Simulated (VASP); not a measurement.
**Bi2Te3 (Tellurobismuthite): how cutoff and mesh change the relaxed cell**

How far does the relaxed cell of Bi2Te3 (Tellurobismuthite) depend on cutoff and k mesh? The starting structure is a measured crystal structure from the Crystallography Open Database. The first relaxation on each setting starts from this cell expanded by 3 % in volume.

Calculated with VASP 6.6.1; Kohn-Sham DFT with plane waves and PAW; PBEsol.

## 1. Starting point

Symmetry: R-3m, No. 166, trigonal system. Conventional cell: a = 4.386 Å, b = 4.386 Å, c = 30.497 Å, α = 90.00°, β = 90.00°, γ = 120.00°. Nearest to Bi lie 6 Te at 3.07 to 3.25 Å. Nearest to Te lie 3 Bi at 3.07 Å. Te has 6 Bi at 3.25 Å nearest. Farther neighbours and most contacts between anions are not listed.

As a file:

```
Bi Te
1.0
    -4.38600    0.00000    0.00000
     2.19300   -3.79839    0.00000
     2.19300    1.26613   10.16567
Bi Te
2 3
Direct
  0.20000 0.60000 0.80000
  0.80000 0.40000 0.20000
  0.58100 0.79050 0.37150
  0.41900 0.20950 0.62850
  0.00000 0.00000 0.00000
```

## 2. Reference relaxation

This run starts from the cell of an earlier relaxation, which isn't shown; the restart sets up the plane waves anew.

Contents of INCAR:

```
SYSTEM = Bi2Te3
PREC = Accurate
ENCUT = 450
EDIFF = 1E-06
NELM = 100
ISMEAR = 0
SIGMA = 0.03
LREAL = .FALSE.
ALGO = Normal
GGA = PS
NBANDS = 30
LORBIT = 11
LWAVE = .FALSE.
LCHARG = .FALSE.
KPAR = 8
IBRION = 2
NSW = 50
ISIF = 3
EDIFFG = -0.006
```

Contents of POSCAR:

```
Bi2Te3
1.0
   -4.3809084244      0.0000000000      0.0000000000
    2.1904542123     -3.7939779872      0.0000000000
    2.1904542123      1.2646593290     10.0937036490
Bi Te
2 3
Direct
    0.2002110994      0.6001055497      0.8003166491
    0.7997889006      0.3998944503      0.1996833509
    0.5806477081      0.7903238541      0.3709715622
    0.4193522919      0.2096761459      0.6290284378
    0.0000000000      0.0000000000      0.0000000000
```

Contents of KPOINTS:

```
Automatic mesh
0
Gamma
6 6 6
0 0 0
```

Potentials, in the order of the species: Bi_d and Te (PBE family, release 64).

On the command line:

```sh
mpirun -np 8 vasp_std
```

Output:

```text
[banner, memory and clock lines left out]
running    8 mpi-ranks, on    1 nodes
 distrk:  each k-point on    1 cores,    8 groups
 distr:  one band on    1 cores,    1 groups

 POSCAR found type information on POSCAR BiTe
 POSCAR found :  2 types and       5 ions
|                                                                             |
|           W    W    AA    RRRRR   N    N  II  N    N   GGGG   !!!           |
|           W    W   A  A   R    R  NN   N  II  NN   N  G    G  !!!           |
|           W    W  A    A  R    R  N N  N  II  N N  N  G       !!!           |
|           W WW W  AAAAAA  RRRRR   N  N N  II  N  N N  G  GGG   !            |
|           WW  WW  A    A  R   R   N   NN  II  N   NN  G    G                |
|           W    W  A    A  R    R  N    N  II  N    N   GGGG   !!!           |
|                                                                             |
|     For optimal performance we recommend to set                             |
|       NCORE = 2 up to number-of-cores-per-socket                            |
|     NCORE specifies how many cores store one orbital (NPAR=cpu/NCORE).      |
|     This setting can greatly improve the performance of VASP for DFT.       |
|     The default, NCORE=1 might be grossly inefficient on modern             |
|     multi-core architectures or massively parallel machines. Do your        |
|     Unfortunately you need to use the default for GW and RPA                |
|     calculations (for HF NCORE is supported but not extensively tested      |
|     yet).                                                                   |
|                                                                             |

|                                                                             |
|               ----> ADVICE to this user running VASP <----                  |
|                                                                             |
|     You enforced a specific xc type in the INCAR file but a different       |
|     [... a line on the potential file left out ...]
|     I HOPE YOU KNOW WHAT YOU ARE DOING!                                     |
|                                                                             |

 LDA part: xc-table for (Slater+PW92), standard interpolation
 POSCAR, INCAR and KPOINTS ok, starting setup
 FFT: planning ... GRIDC
 FFT: planning ... GRID_SOFT
 FFT: planning ... GRID
 WAVECAR not read
 entering main loop
       N       E                     dE             d eps       ncg     rms          rms(c)
DAV:   1     0.415587934986E+03    0.41559E+03   -0.20253E+04  1928   0.140E+03
DAV:   2     0.231181644200E+02   -0.39247E+03   -0.37945E+03  2088   0.374E+02
DAV:   3    -0.187608507920E+02   -0.41879E+02   -0.39971E+02  2478   0.136E+02
DAV:   4    -0.204835893468E+02   -0.17227E+01   -0.17120E+01  2200   0.297E+01
DAV:   5    -0.205624148957E+02   -0.78826E-01   -0.78802E-01  2786   0.630E+00    0.800E+00
DAV:   6    -0.202973086100E+02    0.26511E+00   -0.41018E-01  2350   0.485E+00    0.594E+00
DAV:   7    -0.202975802673E+02   -0.27166E-03   -0.22305E-01  2324   0.220E+00    0.931E-01
DAV:   8    -0.202957684349E+02    0.18118E-02   -0.29488E-02  2136   0.107E+00    0.543E-01
DAV:   9    -0.202952012397E+02    0.56720E-03   -0.33814E-03  2220   0.397E-01    0.352E-01
DAV:  10    -0.202953133469E+02   -0.11211E-03   -0.91872E-04  2064   0.169E-01    0.764E-02
DAV:  11    -0.202953208944E+02   -0.75475E-05   -0.72346E-05  2370   0.580E-02    0.380E-02
DAV:  12    -0.202953233979E+02   -0.25035E-05   -0.21748E-05  2104   0.208E-02    0.247E-02
DAV:  13    -0.202953218771E+02    0.15207E-05   -0.39872E-06  1890   0.102E-02    0.726E-03
DAV:  14    -0.202953220888E+02   -0.21169E-06   -0.71114E-07  1104   0.498E-03
   1 F= -.20295322E+02 E0= -.20295322E+02  d E =-.202953E+02
 curvature:   0.00 expect dE= 0.000E+00 dE for cont linesearch  0.000E+00
 trial: gam= 0.00000 g(F)=  0.105E-05 g(S)=  0.235E-05 ort = 0.000E+00 (trialstep = 0.100E+01)
 search vector abs. value=  0.340E-05
 reached required accuracy - stopping structural energy minimisation
```

Run time: 16 s. Hardware: 8 MPI ranks of AMD EPYC 9R14 (Zen 4), shared host; peak memory 2.5 GiB.

Lines that name or quote the potential files are left out of all logs, and their timing lines are given in words.

Parts of OUTCAR (step 2):

```text
ion  position               nearest neighbor table
   1  0.200  0.600  0.800-   4 3.06   4 3.06   4 3.06   5 3.23   5 3.23   5 3.23
   2  0.800  0.400  0.200-   3 3.06   3 3.06   3 3.06   5 3.23   5 3.23   5 3.23
   3  0.581  0.790  0.371-   2 3.06   2 3.06   2 3.06   4 3.63   4 3.63   4 3.63
   4  0.419  0.210  0.629-   1 3.06   1 3.06   1 3.06   3 3.63   3 3.63   3 3.63
   5  0.000  0.000  0.000-   2 3.23   1 3.23   2 3.23   1 3.23   1 3.23   2 3.23

  LATTYP: Found a trigonal (rhomboedric) cell.
 ALAT       =    10.4057823458
 COS(alpha) =     0.9113765038

 Subroutine GETGRP returns: Found 12 space group operations
 (whereof 12 operations were pure point group operations)

The static configuration has the point symmetry D_3d.

 Found     32 irreducible k-points:

   k-points           NKPTS =     32   k-points in BZ     NKDIM =     32   number of bands    NBANDS=     30

   dimension x,y,z NGX =    30 NGY =   30 NGZ =   72
   dimension x,y,z NGXF=    60 NGYF=   60 NGZF=  144

   ENCUT  =  450.0 eV  33.07 Ry    5.75 a.u.   7.58  7.58 18.00*2*pi/ulx,y,z

   NELECT =      48.0000    total number of electrons

 k-points in reciprocal lattice and weights: Automatic mesh
   0.00000000  0.00000000  0.00000000       0.005
   0.16666667 -0.00000000  0.00000000       0.028
   0.33333333 -0.00000000 -0.00000000       0.028
   0.50000000  0.00000000  0.00000000       0.014
   0.00000000  0.16666667  0.00000000       0.028
   0.16666667  0.16666667  0.00000000       0.056
   0.33333333  0.16666667  0.00000000       0.056
   0.00000000  0.33333333  0.00000000       0.028
   0.16666667  0.33333333 -0.00000000       0.056
[...]
0.16666667  0.16666667  0.33333333       0.028
   0.00000000  0.00000000  0.50000000       0.005

 average (electrostatic) potential at core
       1-104.8550       2-104.8550       3 -87.9915       4 -87.9915       5 -87.8145

 E-fermi :   6.2795

 k-point     1 :       0.0000    0.0000    0.0000
  band No.  band energies     occupation
    ...
     20       4.4405      2.00000
     21       4.4405      2.00000
     22       5.2907      2.00000
     23       5.2907      2.00000
     24       6.1773      2.00000
     25       6.3818      0.00000
     26       6.7910      0.00000
     27       6.7910      0.00000
     28       8.0942      0.00000
     29       8.2952      0.00000
    ...

 k-point     2 :       0.1667   -0.0000    0.0000
  band No.  band energies     occupation
    ...
     20       4.4843      2.00000
     21       4.6002      2.00000
     22       4.9932      2.00000
     23       5.1702      2.00000
     24       5.6912      2.00000
     25       7.2145      0.00000
     26       7.4616      0.00000
     27       7.4961      0.00000
     28       8.2897      0.00000
     29       8.4399      0.00000
    ...

 k-point     3 :       0.3333   -0.0000   -0.0000
  band No.  band energies     occupation
    ...
     20       3.9123      2.00000
     21       3.9778      2.00000
     22       4.5084      2.00000
     23       4.5584      2.00000
     24       4.7449      2.00000
     25       7.7230      0.00000
     26       8.1384      0.00000
     27       8.6454      0.00000
     28       8.7404      0.00000
     29       8.7767      0.00000
    ...

  Total        0.0086000      0.0086000     -0.0097650     -0.0000000      0.0000000     -0.0000000
  in kB        0.0821295      0.0821295     -0.0932550     -0.0000000      0.0000000     -0.0000000
  external PRESSURE =       0.0236680 kB  Pullay stress =       0.0000000 kB

  energy-cutoff  :      450.00
  volume of cell :      167.77
      direct lattice vectors                 reciprocal lattice vectors
    -4.380908424  0.000000000  0.000000000    -0.228263160 -0.131787797  0.066047775
     2.190454212 -3.793977987  0.000000000     0.000000000 -0.263575594  0.033023887
     2.190454212  1.264659329 10.093703649     0.000000000  0.000000000  0.099071662

 POSITION                                       TOTAL-FORCE (eV/Angst)
 -----------------------------------------------------------------------------------
      2.19045     -1.26466      8.07816        -0.000000      0.000000     -0.000236
     -2.19045     -1.26466      2.01554         0.000000     -0.000000      0.000236
      0.00000     -2.52932      3.74448        -0.000000      0.000000     -0.003292
     -0.00000      0.00000      6.34923         0.000000     -0.000000      0.003292
      0.00000      0.00000      0.00000         0.000000     -0.000000      0.000000
 -----------------------------------------------------------------------------------
    total drift:                                0.000000      0.000000      0.000000

  FREE ENERGIE OF THE ION-ELECTRON SYSTEM (eV)
  ---------------------------------------------------
  free  energy   TOTEN  =       -20.2953220888 eV

  energy  without entropy=      -20.2953220874  energy(sigma->0) =      -20.29532209

 reached required accuracy - stopping structural energy minimisation

 total charge
# of ion       s       p       d       tot
------------------------------------------
    1        1.591   1.142   9.947  12.679
    2        1.591   1.142   9.947  12.679
    3        1.408   1.901   0.026   3.335
    4        1.408   1.901   0.026   3.335
    5        1.388   1.965   0.024   3.376
--------------------------------------------------
tot          7.385   8.051  19.970  35.405

[... 3 further parts left out ...]
```

CONTCAR:

```
Bi2Te3
   1.00000000000000
    -4.3809084244000003    0.0000000000000000    0.0000000000000000
     2.1904542123000001   -3.7939779871999999    0.0000000000000000
     2.1904542123000001    1.2646593290000001   10.0937036490000001
  Bi              Te
     2     3
Direct
     0.2002110994000006    0.6001055496999967    0.8003166490999973
     0.7997889005999994    0.3998944503000033    0.1996833509000027
     0.5806477081000025    0.7903238541000022    0.3709715621999976
     0.4193522918999975    0.2096761458999978    0.6290284378000024
     0.0000000000000000    0.0000000000000000    0.0000000000000000
```

The PAW data sets were made with PBE, which is usual practice but a small mismatch for other functionals. The run keeps the 12 symmetry operations of its start, so it cannot find a distortion of lower symmetry.

The reference relaxation ends at 33.554 Å³ an atom.

## 3. Relaxation with a cutoff of 240 eV

Against step 2 the input has ENCUT = 240. This run starts from the cell of an earlier relaxation, which isn't shown; the restart sets up the plane waves anew.

Edit INCAR of step 2 so:

```diff
@@ -2,3 +2,3 @@
 PREC = Accurate
-ENCUT = 450
+ENCUT = 240
 EDIFF = 1E-06
```

Contents of POSCAR:

```
Bi2Te3
1.0
   -4.3739773345      0.0000000000      0.0000000000
    2.1869886673     -3.7879754872      0.0000000000
    2.1869886673      1.2626584957     10.0719765446
Bi Te
2 3
Direct
    0.2000443050      0.6000221525      0.8000664575
    0.7999556950      0.3999778475      0.1999335425
    0.5811257787      0.7905628893      0.3716886680
    0.4188742213      0.2094371107      0.6283113320
    0.0000000000      0.0000000000      0.0000000000
```

KPOINTS is that of step 2.

On the command line:

```sh
mpirun -np 8 vasp_std
```

Output:

```text
[banner, memory and clock lines left out]
running    8 mpi-ranks, on    1 nodes
[...]
[... a notice as in an earlier step ...]

 [... a notice as in an earlier step ...]

 LDA part: xc-table for (Slater+PW92), standard interpolation
 POSCAR, INCAR and KPOINTS ok, starting setup
[...]
entering main loop
       N       E                     dE             d eps       ncg     rms          rms(c)
DAV:   1     0.300558376725E+03    0.30056E+03   -0.14962E+04  2144   0.865E+02
DAV:   2     0.378428596942E+01   -0.29677E+03   -0.28677E+03  2252   0.285E+02
DAV:   3    -0.198527063442E+02   -0.23637E+02   -0.23057E+02  2346   0.941E+01
DAV:   4    -0.205340230376E+02   -0.68132E+00   -0.67821E+00  2356   0.166E+01
[...]
DAV:  12    -0.202867626631E+02   -0.26185E-05   -0.21205E-05  2046   0.188E-02    0.258E-02
DAV:  13    -0.202867608376E+02    0.18255E-05   -0.40570E-06  1958   0.106E-02    0.697E-03
DAV:  14    -0.202867610741E+02   -0.23646E-06   -0.92774E-07  1166   0.472E-03
   1 F= -.20286761E+02 E0= -.20286761E+02  d E =-.202868E+02
[... from here on, the cycles between the ionic steps are left out ...]
   2 F= -.20286947E+02 E0= -.20286947E+02  d E =-.185694E-03
   3 F= -.20287484E+02 E0= -.20287484E+02  d E =-.722569E-03
   4 F= -.20287576E+02 E0= -.20287576E+02  d E =-.925720E-04
   5 F= -.20287641E+02 E0= -.20287641E+02  d E =-.157319E-03
   6 F= -.20287646E+02 E0= -.20287646E+02  d E =-.162294E-03
   7 F= -.20287693E+02 E0= -.20287693E+02  d E =-.468734E-04
   8 F= -.20287716E+02 E0= -.20287716E+02  d E =-.704223E-04
   9 F= -.20287740E+02 E0= -.20287740E+02  d E =-.234742E-04
  10 F= -.20287795E+02 E0= -.20287795E+02  d E =-.782419E-04
  11 F= -.20287828E+02 E0= -.20287828E+02  d E =-.111358E-03
  12 F= -.20287830E+02 E0= -.20287830E+02  d E =-.217109E-05
 trial-energy change:   -0.000002  1 .order   -0.000004   -0.000005   -0.000002
 step:   0.7076(harm=  0.7076)  dis= 0.00031  next Energy=   -20.287832 (dE=-0.449E-05)
 reached required accuracy - stopping structural energy minimisation
```

It took 35 s on 8 MPI ranks; peak memory 1.6 GiB.

From OUTCAR (step 3):

```text
  Total        0.0002989      0.0002989      0.0229686     -0.0000000     -0.0000000      0.0000000
  in kB        0.0028889      0.0028889      0.2219784     -0.0000000     -0.0000000      0.0000000
  external PRESSURE =       0.0759188 kB  Pullay stress =       0.0000000 kB

 POSITION                                       TOTAL-FORCE (eV/Angst)
 -----------------------------------------------------------------------------------
      2.18395     -1.26090      8.02277         0.000000     -0.000000      0.004447
     -2.18395     -1.26090      2.01085        -0.000000      0.000000     -0.004447
     -0.00000     -2.52181      3.74085         0.000000     -0.000000      0.005988
      0.00000     -0.00000      6.29277        -0.000000      0.000000     -0.005988
      0.00000      0.00000      0.00000        -0.000000     -0.000000     -0.000000
 -----------------------------------------------------------------------------------
    total drift:                               -0.000000     -0.000000     -0.000000

  FREE ENERGIE OF THE ION-ELECTRON SYSTEM (eV)
  ---------------------------------------------------
  free  energy   TOTEN  =       -20.2878298878 eV

  energy  without entropy=      -20.2878298801  energy(sigma->0) =      -20.28782988

[... 2 parts as in an earlier step ...]

[... 2 further parts left out ...]
[key lines of the parts left out:]
E-fermi :   6.4422
```

Logs of long relaxations may skip ionic steps without a mark.

With a cutoff of 240 eV the cell ends at 33.156 Å³ an atom, -1.18 % from the reference.

## 4. Relaxation with a 3×3×3 mesh

Against step 2 the input has a 3×3×3 mesh (also changed: KPAR and NCORE). This run starts from the cell of an earlier relaxation, which isn't shown; the restart sets up the plane waves anew.

Edit INCAR of step 3 so:

```diff
@@ -2,3 +2,3 @@
 PREC = Accurate
-ENCUT = 240
+ENCUT = 450
 EDIFF = 1E-06
@@ -14,3 +14,4 @@
 LCHARG = .FALSE.
-KPAR = 8
+KPAR = 2
+NCORE = 4
 IBRION = 2
```

Contents of POSCAR:

```
Bi2Te3
1.0
   -4.4274480314      0.0000000000      0.0000000000
    2.2137240158     -3.8342824692      0.0000000000
    2.2137240158      1.2780941564      9.9450155295
Bi Te
2 3
Direct
    0.2010864318      0.6005432159      0.8016296478
    0.7989135682      0.3994567841      0.1983703522
    0.5786862393      0.7893431196      0.3680293589
    0.4213137607      0.2106568804      0.6319706411
    0.0000000000      0.0000000000      0.0000000000
```

Contents of KPOINTS:

```
Automatic mesh
0
Gamma
3 3 3
0 0 0
```

On the command line:

```sh
mpirun -np 8 vasp_std
```

Output:

```text
[banner, memory and clock lines left out]
running    8 mpi-ranks, on    1 nodes
[...]
[... a notice as in an earlier step ...]

 LDA part: xc-table for (Slater+PW92), standard interpolation
 POSCAR, INCAR and KPOINTS ok, starting setup
[...]
entering main loop
       N       E                     dE             d eps       ncg     rms          rms(c)
DAV:   1     0.410824676944E+03    0.41082E+03   -0.20325E+04   360   0.140E+03
DAV:   2     0.231766954268E+02   -0.38765E+03   -0.37378E+03   398   0.369E+02
DAV:   3    -0.188770108828E+02   -0.42054E+02   -0.40676E+02   466   0.137E+02
DAV:   4    -0.204514164339E+02   -0.15744E+01   -0.15634E+01   402   0.283E+01
[...]
DAV:  12    -0.202668187399E+02   -0.99684E-06   -0.16362E-05   372   0.205E-02    0.221E-02
DAV:  13    -0.202668176881E+02    0.10518E-05   -0.43945E-06   384   0.997E-03    0.861E-03
DAV:  14    -0.202668179454E+02   -0.25723E-06   -0.57480E-07   198   0.445E-03
   1 F= -.20266818E+02 E0= -.20266817E+02  d E =-.202668E+02
[...]
N       E                     dE             d eps       ncg     rms          rms(c)
DAV:   1    -0.202668825872E+02   -0.64899E-04   -0.20629E-03   438   0.438E-01    0.420E-02
DAV:   2    -0.202668372171E+02    0.45370E-04   -0.10567E-04   444   0.120E-01    0.190E-02
DAV:   3    -0.202668239733E+02    0.13244E-04   -0.40492E-05   444   0.681E-02    0.476E-03
DAV:   4    -0.202668232932E+02    0.68013E-06   -0.24061E-06   226   0.114E-02
   2 F= -.20266823E+02 E0= -.20266822E+02  d E =-.534780E-05
 trial-energy change:   -0.000005  1 .order   -0.000009   -0.000011   -0.000007
 step:   2.9687(harm=  2.9687)  dis= 0.00026  next Energy=   -20.266834 (dE=-0.162E-04)
 reached required accuracy - stopping structural energy minimisation
```

Elapsed: 4.8 s, on 8 MPI ranks; peak memory 1.1 GiB; 31 s of CPU time.

OUTCAR, selected parts (step 4):

```text
  Total       -0.0101970     -0.0101970      0.0241701      0.0000000      0.0000000      0.0000000
  in kB       -0.0967357     -0.0967357      0.2292947      0.0000000      0.0000000      0.0000000
  external PRESSURE =       0.0119411 kB  Pullay stress =       0.0000000 kB

 POSITION                                       TOTAL-FORCE (eV/Angst)
 -----------------------------------------------------------------------------------
      2.21376     -1.27812      7.97466        -0.000000      0.000000     -0.000952
     -2.21376     -1.27812      1.97349         0.000000     -0.000000      0.000952
     -0.00000     -2.55623      3.66130        -0.000000     -0.000000     -0.001035
      0.00000     -0.00000      6.28685         0.000000      0.000000      0.001035
     -4.42752      0.00000     -0.00000         0.000000     -0.000000     -0.000000
 -----------------------------------------------------------------------------------
    total drift:                                0.000000     -0.000000     -0.000000

  FREE ENERGIE OF THE ION-ELECTRON SYSTEM (eV)
  ---------------------------------------------------
  free  energy   TOTEN  =       -20.2668232932 eV

  energy  without entropy=      -20.2668213616  energy(sigma->0) =      -20.26682233

[... 1 part as in an earlier step ...]

[... 3 further parts left out ...]
[key lines of the parts left out:]
E-fermi :   6.0857
```

With a 3×3×3 mesh the cell ends at 33.777 Å³ an atom, +0.67 % from the reference, a by +1.1 % and c by -1.4 %.

(Continued in part 2 of 2.)

[Lines on the potential files, build, host, timing and source positions are cut from VASP's logs without a mark.]

[Logs are printed without paths, hosts, clocks, repeated set-up lines and the standing remarks that a program may print on its own settings, such as how far it seeks lower states.]

[Hosts, paths, dates, database ids (printed as entryN), source tags and the programs' standing remarks are cut or masked in the printed files.]
